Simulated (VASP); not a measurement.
VASP runs on Cd (hcp) share one base input (PBE GGA, plane waves, VASP's PBE PAW potentials (set 64)) and change the settings named in each case.

INCAR:
```
SYSTEM = Cd
PREC = Accurate; ENCUT = 400; LREAL = .FALSE.
LASPH = .TRUE.
EDIFF = 1E-6; NELM = 100; ALGO = Normal
LMAXMIX = 4
ISMEAR = 1; SIGMA = 0.1
GGA = PE
ISIF = 2
LWAVE = .FALSE.; LCHARG = .FALSE.
```

**KPOINTS**
```
Automatic mesh
0
Gamma
13 13 6
0 0 0
```

### POSCAR
```
Cd
1
    1.4900000000    -2.5807560000     0.0000000000
    1.4900000000     2.5807560000     0.0000000000
    0.0000000000     0.0000000000     5.6200000000
Cd
2
Direct
  0.3333330000   0.6666670000   0.2500000000
  0.6666670000   0.3333330000   0.7500000000
```

POTCAR, in this order: Cd (PBE.64 set). Program: vasp_std.

```tsv
change	E(σ→0) (eV/atom)	pressure (GPa)	−TS (eV)	electronic steps
base run	-0.7380	2.10	-0.0005	11
AMIX = 0.6, BMIX = 0.0001, IMIX = 4	-0.7380	2.10	-0.0005	11
AMIX = 0.05, BMIX = 1.0, IMIX = 4	-0.7380	2.25	-0.0005	11
AMIX = 0.05, BMIX = 3.0, IMIX = 1 (not converged)	-0.7380	1.00	-0.0005	100
AMIX = 1.0, BMIX = 1.0, IMIX = 1 (not converged)	-73.5880	2306.46	0.0003	100
AMIX = 0.1, BMIX = 1.0, IMIX = 4	-0.7380	2.08	-0.0005	13
```

Left out are runs that ran out of time, are held back, or changed the cell or the kind of run, fixed moments of cells without a moment, rows past the twelfth, gaps on odd meshes, pressures of charged cells and columns that move by less than the noise.

The compound is Cd in the hcp structure. The cell was not relaxed at this level.
